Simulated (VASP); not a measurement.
## TiMoSe4: relaxation of cell and atoms with PBE

Crystal: TiMoSe4.

```xyz
12
Lattice="13.5500 0.0000 0.0000 0.0000 3.4400 0.0000 0.0000 0.0000 5.9500" Properties=species:S:1:pos:R:3 pbc="T T T"
Ti   10.1625    0.0000    3.9667
Ti    3.3875    0.0000    1.9833
Mo   10.1625    1.7200    0.9917
Mo    3.3875    1.7200    4.9583
Se   11.8292    1.7200    4.9583
Se    8.4959    1.7200    4.9583
Se   11.8292    0.0000    1.9833
Se    8.4959    0.0000    1.9833
Se    1.7209    1.7200    0.9917
Se    5.0541    1.7200    0.9917
Se    1.7209    0.0000    3.9667
Se    5.0541    0.0000    3.9667
```

The cell was built by a generator and needn't be a form met in nature.

* Program: VASP 6.6.1
* Task: relaxation of cell and atoms
* Functional: PBE
* Potentials or basis: VASP PAW PBE potentials, release 64 (Ti_sv, Mo_sv, Se)
* Cutoff: 520 eV
* k mesh: 1 × 4 × 3
* Occupations: gaussian, width 0.15 eV
* Spin: no spin polarisation
* Further INCAR settings: PREC = Normal; LREAL = Auto; ALGO = Fast; EDIFF = 0.0001; IBRION = 2; EDIFFG = -0.08; NSW = 24; ISIF = 3

The relaxed volume is 23.48 Å³/atom and the relaxed cell is a = 14.088 Å, b = 3.387 Å, c = 5.904 Å, α = 90.00°, β = 90.00°, γ = 90.00°. The space group after relaxing (to 0.05 Å) is Pmma (No. 51). The energy gained by relaxing is 12.7 meV/atom, the ionic steps are 20 and the pressure after relaxing is 0.1 GPa. The largest force after relaxing is 0.054 eV/Å and the band gap on the k mesh is none (metal or under the smearing width).

Forces in eV/Å, atoms in the order of the input:
```
Ti   0.000  0.000 -0.029
Ti   0.000  0.000  0.029
Mo   0.000  0.000  0.044
Mo   0.000  0.000 -0.044
Se  -0.028  0.000  0.025
Se   0.028  0.000  0.025
Se  -0.025  0.000 -0.048
Se   0.025  0.000 -0.048
Se   0.028  0.000 -0.025
Se  -0.028  0.000 -0.025
Se   0.025  0.000  0.048
Se  -0.025  0.000  0.048
```

Stress tensor (GPa, compression positive):
```
 0.13  0.00  0.00
 0.00 -0.09  0.00
 0.00  0.00  0.23
```

The path:
```tsv
step	energy change (eV)	largest force (eV/Å)	pressure (GPa)	volume (Å³)
1	0.0000	0.5728	-2.46	277.34
2	0.0103	0.5097	3.72	263.33
3	-0.0890	0.2385	0.32	270.31
4	-0.1073	0.0981	0.28	270.79
5	-0.1088	0.1226	0.21	270.95
6	-0.1151	0.1125	0.09	272.16
7	-0.1211	0.1842	-0.45	275.56
8	-0.1237	0.1708	-0.30	275.73
9	-0.1284	0.1664	-0.07	276.25
10	-0.1265	0.2146	0.59	277.28
11	-0.1295	0.1821	0.15	276.58
12	-0.1327	0.1613	0.19	276.93
13	-0.1402	0.0888	0.07	277.99
14	-0.1423	0.1852	0.09	280.09
15	-0.1435	0.1172	0.17	279.33
16	-0.1462	0.0913	-0.13	280.57
17	-0.1463	0.1122	-0.30	281.32
18	-0.1489	0.0977	-0.26	281.51
19	-0.1503	0.0941	-0.04	281.81
20	-0.1519	0.0539	0.09	281.73
```

Final structure:
```
CELL_PARAMETERS angstrom
14.08838 0.00000 0.00000
0.00000 3.38711 0.00000
0.00000 0.00000 5.90393
ATOMIC_POSITIONS crystal
Ti 0.75000 0.00000 0.67632
Ti 0.25000 0.00000 0.32368
Mo 0.75000 0.50000 0.16234
Mo 0.25000 0.50000 0.83766
Se 0.86876 0.50000 0.83254
Se 0.63124 0.50000 0.83254
Se 0.86599 0.00000 0.33018
Se 0.63401 0.00000 0.33018
Se 0.13124 0.50000 0.16746
Se 0.36876 0.50000 0.16746
Se 0.13401 0.00000 0.66982
Se 0.36599 0.00000 0.66982
```

Levels at points of the mesh, in eV from the Fermi level:
```csv
k point,band 48,band 49,band 50,band 51,band 52,band 53
"(0.00, 0.00, 0.00)",-0.36,-0.35,-0.21,0.47,0.93,2.04
"(0.00, 0.50, 0.00)",-1.12,-0.01,0.09,0.13,0.16,1.65
```

It took 21 min on 1 thread of AMD EPYC 7R43 64-Core Processor (Zen 3) (shared host), peak memory 0.24 GiB.

Caveat: the k mesh is coarse (spacing up to 0.46 Å⁻¹), so the values aren't converged; this functional lacks dispersion, which binds the layers, so the pressure and a relaxed spacing across them are unreliable; the relaxation stopped at a loose force limit of 0.08 eV/Å, so its end isn't a converged minimum.
